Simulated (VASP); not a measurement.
Output of a VASP run:

### OUTCAR
```
 ion  position               nearest neighbor table
   1  0.667  0.333  0.500-   4 2.36   4 2.36   4 2.36   3 2.36
   2  0.333  0.667  0.000-   3 2.36   3 2.36   3 2.36   4 2.36
   3  0.667  0.333  0.875-   2 2.36   2 2.36   2 2.36   1 2.36
   4  0.333  0.667  0.375-   1 2.36   1 2.36   1 2.36   2 2.36
  LATTYP: Found a hexagonal cell.
 ALAT       =     3.8492804353
 C/A-ratio  =     1.6389552063
 Subroutine PRICEL returns:
 Original cell was already a primitive cell.
 Subroutine GETGRP returns: Found 12 space group operations
The static configuration has the point symmetry C_3v.
 The point group associated with its full space group is C_6v.
The dynamic configuration has the point symmetry C_3v.
 Subroutine INISYM returns: Found 12 space group operations
 Subroutine IBZKPT returns following result:
 Found     24 irreducible k-points:

 Following reciprocal coordinates:
            Coordinates               Weight
  0.000000  0.000000  0.000000      1.000000
  0.142857 -0.000000  0.000000      6.000000
  0.285714  0.000000  0.000000      6.000000
  0.428571 -0.000000  0.000000      6.000000
  0.142857  0.142857  0.000000      6.000000
  0.285714  0.142857  0.000000     12.000000
  0.428571  0.142857  0.000000      6.000000
  0.285714  0.285714  0.000000      6.000000
  0.000000  0.000000  0.250000      2.000000
  0.142857 -0.000000  0.250000     12.000000
  0.285714  0.000000  0.250000     12.000000
  0.428571 -0.000000  0.250000     12.000000
  0.142857  0.142857  0.250000     12.000000
  0.285714  0.142857  0.250000     24.000000
  0.428571  0.142857  0.250000     12.000000
  0.285714  0.285714  0.250000     12.000000
  0.000000  0.000000  0.500000      1.000000
  0.142857 -0.000000  0.500000      6.000000
  0.285714  0.000000  0.500000      6.000000
  0.428571 -0.000000  0.500000      6.000000
  0.142857  0.142857  0.500000      6.000000
  0.285714  0.142857  0.500000     12.000000
  0.428571  0.142857  0.500000      6.000000
  0.285714  0.285714  0.500000      6.000000
   k-points           NKPTS =     24   k-points in BZ     NKDIM =     24   number of bands    NBANDS=     22
   number of dos      NEDOS =    301   number of ions     NIONS =      4
   total plane-waves  NPLWV =  37632
   dimension x,y,z NGX =    28 NGY =   28 NGZ =   48
   dimension x,y,z NGXF=    56 NGYF=   56 NGZF=   96
   ions per type =               2   2
   PREC   = accura    normal or accurate (medium, high low for compatibility)
   ISTART =      0    job   : 0-new  1-cont  2-samecut
   ICHARG =      2    charge: 1-file 2-atom 10-const
   ISPIN  =      1    spin polarized calculation?
   LNONCOLLINEAR =      F non collinear calculations
   LSORBIT =      F    spin-orbit coupling
   INIWAV =      1    electr: 0-lowe 1-rand  2-diag
   ENCUT  =  500.0 eV  36.75 Ry    6.06 a.u.   7.02  7.02 11.50*2*pi/ulx,y,z
   NELM   =    100;   NELMIN=  2; NELMDL= -5     # of ELM steps
   EDIFF  = 0.1E-05   stopping-criterion for ELM
   LREAL  =      F    real-space projection
   NLSPLINE    = F    spline interpolate recip. space projectors
   LMAXMIX     =    4 max onsite mixed and CHGCAR
   VOSKOWN=      0    Vosko Wilk Nusair interpolation
   EDIFFG = -.2E-01   stopping-criterion for IOM
   NSW    =     40    number of steps for IOM
   NBLOCK =      1;   KBLOCK =     40    inner block; outer block
   IBRION =      2    ionic relax: 0-MD 1-quasi-New 2-CG
   NFREE  =      1    steps in history (QN), initial steepest desc. (CG)
   ISIF   =      3    stress and relaxation
   ISYM   =      2    0-nonsym 1-usesym 2-fastsym
   TEIN   =    0.0    initial temperature
   TEBEG  =    0.0;   TEEND  =   0.0 temperature during run
   SMASS  =  -3.00    Nose mass-parameter (am)
   PSTRESS=   50.0 pullay stress
   NELECT =      36.0000    total number of electrons
   EFERMI =   0.00;   METHOD = LEGACY
   ISMEAR =     0;   SIGMA  =   0.05  broadening in eV -4-tet -1-fermi 0-gaus
   IALGO  =     38    algorithm
   LDIAG  =      T    sub-space diagonalisation (order eigenvalues)
...
```

OSZICAR:
```
...
DAV:   1     0.235548925436E+03    0.23555E+03   -0.17186E+04  1056   0.190E+03
DAV:   2     0.825067232875E+01   -0.22730E+03   -0.22099E+03  1098   0.371E+02
DAV:   3    -0.140236085067E+02   -0.22274E+02   -0.22177E+02  1266   0.118E+02
DAV:   4    -0.145378773585E+02   -0.51427E+00   -0.51327E+00  1224   0.186E+01
DAV:   5    -0.145477315805E+02   -0.98542E-02   -0.98526E-02  1304   0.250E+00    0.959E+00
DAV:   6    -0.136749182197E+02    0.87281E+00   -0.20143E+00  1624   0.429E+01    0.748E+00
DAV:   7    -0.137091556650E+02   -0.34237E-01   -0.19395E+00  1152   0.800E+00    0.327E+00
DAV:   8    -0.136915531269E+02    0.17603E-01   -0.12739E-01  1430   0.489E+00    0.109E+00
DAV:   9    -0.136922907033E+02   -0.73758E-03   -0.19659E-02  1450   0.271E+00    0.274E-01
DAV:  10    -0.136924721022E+02   -0.18140E-03   -0.15913E-03  1230   0.423E-01    0.176E-01
DAV:  11    -0.136927047758E+02   -0.23267E-03   -0.25534E-04  1218   0.107E-01    0.552E-02
DAV:  12    -0.136927264237E+02   -0.21648E-04   -0.31261E-05  1342   0.596E-02    0.173E-02
DAV:  13    -0.136927282261E+02   -0.18024E-05   -0.37795E-06  1086   0.214E-02    0.753E-03
DAV:  14    -0.136927287359E+02   -0.50981E-06   -0.13338E-06   962   0.136E-02
   1 F= -.11166365E+02 E0= -.11166365E+02  d E =-.111664E+02
       N       E                     dE             d eps       ncg     rms          rms(c)
DAV:   1    -0.170823413386E+02   -0.33896E+01   -0.46613E+01  1242   0.119E+02    0.148E+01
DAV:   2    -0.139422578794E+02    0.31401E+01   -0.17473E+01  1176   0.115E+02    0.543E+00
DAV:   3    -0.136171550700E+02    0.32510E+00   -0.13451E+00  1368   0.202E+01    0.255E+00
DAV:   4    -0.135527510256E+02    0.64404E-01   -0.32817E-01  1258   0.419E+00    0.203E+00
DAV:   5    -0.135384951427E+02    0.14256E-01   -0.10760E-02  1712   0.219E+00    0.118E+00
DAV:   6    -0.135292912457E+02    0.92039E-02   -0.12574E-02  1718   0.219E+00    0.317E-01
DAV:   7    -0.135290390025E+02    0.25224E-03   -0.85120E-03  1324   0.135E+00    0.145E-01
DAV:   8    -0.135290388543E+02    0.14823E-06   -0.10814E-03  1264   0.322E-01    0.965E-02
DAV:   9    -0.135290488777E+02   -0.10023E-04   -0.44262E-05  1420   0.645E-02    0.178E-02
DAV:  10    -0.135290488105E+02    0.67294E-07   -0.10237E-05  1224   0.607E-02    0.149E-02
DAV:  11    -0.135290481980E+02    0.61247E-06   -0.17215E-06   624   0.339E-02
   2 F= -.11228921E+02 E0= -.11228921E+02  d E =-.625553E-01
       N       E                     dE             d eps       ncg     rms          rms(c)
DAV:   1    -0.139539201026E+02   -0.42487E+00   -0.49495E+00  1236   0.447E+01    0.432E+00
DAV:   2    -0.136671600492E+02    0.28676E+00   -0.10794E+00  1206   0.243E+01    0.172E+00
DAV:   3    -0.136309047029E+02    0.36255E-01   -0.47802E-02  1186   0.194E+00    0.852E-01
DAV:   4    -0.136214337688E+02    0.94709E-02   -0.61343E-03  1146   0.583E-01    0.402E-01
DAV:   5    -0.136200369743E+02    0.13968E-02   -0.12945E-03  1674   0.110E+00    0.432E-02
DAV:   6    -0.136200753041E+02   -0.38330E-04   -0.92478E-04  1256   0.503E-01    0.416E-02
DAV:   7    -0.136200950795E+02   -0.19775E-04   -0.57341E-05  1230   0.599E-02    0.517E-02
DAV:   8    -0.136200783200E+02    0.16759E-04   -0.13031E-04  1110   0.614E-02    0.175E-02
DAV:   9    -0.136200785459E+02   -0.22590E-06   -0.11175E-05  1414   0.561E-02    0.177E-02
DAV:  10    -0.136200780906E+02    0.45529E-06   -0.13475E-06   612   0.103E-02
   3 F= -.11249067E+02 E0= -.11249067E+02  d E =-.827015E-01
```

### OUTCAR
```
------------------------ aborting loop because EDIFF is reached ----------------------------------------
  FORCE on cell =-STRESS in cart. coord.  units (eV):
  Direction    XX          YY          ZZ          XY          YZ          ZX
  --------------------------------------------------------------------------------------
  Total        2.3141400      2.3141399      2.3646561      0.0000000      0.0000000      0.0000000
  in kB       48.8006994     48.8006982     49.8659856      0.0000000      0.0000000      0.0000000
  external PRESSURE =      -0.8442056 kB  Pullay stress =      50.0000000 kB
  volume of cell :       75.98
      direct lattice vectors                 reciprocal lattice vectors
     1.884297299 -3.263698616  0.000000000     0.265350908 -0.153200420 -0.000000000
     1.884297299  3.263698616  0.000000000     0.265350908  0.153200420  0.000000000
     0.000000000 -0.000000000  6.177100869     0.000000000  0.000000000  0.161888242
  FREE ENERGIE OF THE ION-ELECTRON SYSTEM (eV)
  ---------------------------------------------------
  free  energy   TOTEN  =       -13.6200780906 eV

  energy  without entropy=      -13.6200780906  energy(sigma->0) =      -13.62007809
  enthalpy is  TOTEN    =       -11.2490670090 eV   P V=        2.3710110816

 reached required accuracy - stopping structural energy minimisation
```
(Selected blocks of OUTCAR.)

**POSCAR**
```
ZnS
1
    1.9246402365    -3.3335746324     0.0000000000
    1.9246402365     3.3335746324     0.0000000000
    0.0000000000     0.0000000000     6.3087982098
Zn S
2 2
Direct
  0.6666670000   0.3333330000   0.5001437762
  0.3333330000   0.6666670000   0.0001437762
  0.6666670000   0.3333330000   0.8748562238
  0.3333330000   0.6666670000   0.3748562238
```

Write an INCAR and KPOINTS that could have produced this output.

One answer among several that fit: the input of the run itself, PBE GGA, plane waves, VASP's PBE PAW potentials (set 64).

INCAR:
```
# general
SYSTEM   =  ZnS
PREC     =  Accurate
ENCUT    =  500
LREAL    =  .FALSE.   # projection in real space or not
LASPH    =  .TRUE.

# electronic loop
EDIFF    =  1E-6   # SCF stop (eV)
NELM     =  100
ALGO     =  Normal   # blocked Davidson
LMAXMIX  =  4   # l cut-off of mixed one-centre charges

# smearing
ISMEAR   =  0
SIGMA    =  0.05

# functional
GGA      =  PE   # PBE

# ions
IBRION   =  2
NSW      =  40   # most ionic steps
ISIF     =  3   # ions, shape and volume
EDIFFG   =  -0.02
PSTRESS  =  50   # kbar

# output
LWAVE    =  .FALSE.
LCHARG   =  .FALSE.
```

**KPOINTS**
```
Automatic mesh
0
Gamma
7 7 4
0 0 0
```

POTCAR, in this order: Zn S (PBE.64 set). Program: vasp_std.

Energy and stress use the plane-wave basis of the starting cell.

The compound is ZnS in the wurtzite structure, the high-temperature form. This run relaxes it under an external pressure of 5 GPa. Symmetry was kept, so distortions that lower it aren't found.
